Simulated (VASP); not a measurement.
**K in VASP: convergence with SIGMA**

K, a slab with vacuum:

```xyz
3
Lattice="4.5345 0.0000 0.0000 -1.5115 4.2752 0.0000 0.0000 0.0000 22.4048" Properties=species:S:1:pos:R:3 pbc="T T T"
K     1.5115    2.1376    7.5000
K     0.0000    0.0000   11.2024
K     1.5115    2.1376   14.9048
```

```yaml
Program: VASP 6.6.1
Task: single point
Functional: PBE
Potentials_or_basis: VASP PAW PBE potentials, release 64 (K_sv_GW)
Cutoff: 600 eV
k_mesh: 6 × 6 × 1
Occupations: gaussian, width 0.3 eV
Spin: no spin polarisation
```

These are the settings of the first run; the series varies SIGMA, with any setting tied to it.

Hardware: 1 thread of Intel(R) Xeon(R) Platinum 8488C (Sapphire Rapids), on a shared host.

```tsv
SIGMA	energy less the tightest run, at zero smearing (meV/atom)	largest force (eV/Å)	SCF cycles	CPU time (s)	peak memory (GiB)
0.3 eV	-0.58	0.005	24	200	0.57
0.2 eV	0.05	0.010	24	240	0.56
0.15 eV	0.09	0.011	24	200	0.56
0.1 eV	-0.38	0.014	24	190	0.56
0.05 eV	-0.36	0.023	24	210	0.57
0.02 eV	-0.09	0.016	24	240	0.57
0.01 eV	0.00	0.019	24	250	0.57
```

Against the tightest run, the energy stays within 1 meV/atom from 0.3 eV on; the largest force stays within 0.005 eV/Å from 0.1 eV on. Narrower smearing needs a denser k mesh, so at a fixed mesh the narrowest width isn't the most accurate. The tightest run that finished is the yardstick and may itself not be fully converged.
